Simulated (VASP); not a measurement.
Calculation: AM05 GGA, VASP's PBE PAW potentials (set 64) (plane waves; VASP).

VASP ran on this input.

INCAR:
```
# general
SYSTEM  = ZnSe
PREC    = Accurate
ENCUT   = 520   # plane-wave cut-off (eV)
LREAL   = F   # projection in real space or not
LASPH   = T

# electronic loop
EDIFF   = 1E-7   # SCF stop (eV)
NELM    = 100
ALGO    = Normal
LMAXMIX = 4   # l cut-off of mixed one-centre charges

# smearing
ISMEAR  = 0
SIGMA   = 0.05   # width (eV)

# functional
GGA     = AM

# ions
ISIF    = 2

# output
LWAVE   = F
LCHARG  = F
```

**POSCAR**
```
ZnSe
1.0
  0.0000000000   2.8567175604   2.8567175604
  2.8567175604   0.0000000000   2.8567175604
  2.8567175604   2.8567175604   0.0000000000
Zn Se
1 1
direct
  0.0000000000   0.0000000000   0.0000000000
  0.2500000000   0.2500000000   0.2500000000
```

**KPOINTS**
```
kpoints
0
gamma
 8 8 8
```

POTCAR, in this order: Zn Se (PBE.64 set). Program: vasp_std.

Task: What does the run give for the energy per atom (σ→0), pressure, band gap (on the k-mesh)?

Result: 
```yaml
energy per atom (σ→0): -3.153 eV/atom
band gap (on the k-mesh): 1.18 eV
pressure: -1.75 GPa
```

**OSZICAR**
```
...
DAV:   8    -0.630518377195E+01    0.68988E-03   -0.44527E-03   897   0.677E-01    0.447E-01
DAV:   9    -0.630545492757E+01   -0.27116E-03   -0.11676E-03   852   0.323E-01    0.679E-02
DAV:  10    -0.630558388745E+01   -0.12896E-03   -0.21052E-04   857   0.159E-01    0.169E-02
DAV:  11    -0.630560368538E+01   -0.19798E-04   -0.45405E-05   837   0.772E-02    0.640E-03
DAV:  12    -0.630560557896E+01   -0.18936E-05   -0.72063E-06   874   0.207E-02    0.438E-03
DAV:  13    -0.630560610494E+01   -0.52598E-06   -0.12954E-06   799   0.104E-02    0.102E-03
DAV:  14    -0.630560615977E+01   -0.54830E-07   -0.85377E-08   687   0.471E-03
   1 F= -.63056062E+01 E0= -.63056062E+01  d E =-.648979E-12
```

The compound is ZnSe in the zinc blende structure. This cell is one point of a volume scan, at 1.03 of the reference volume.
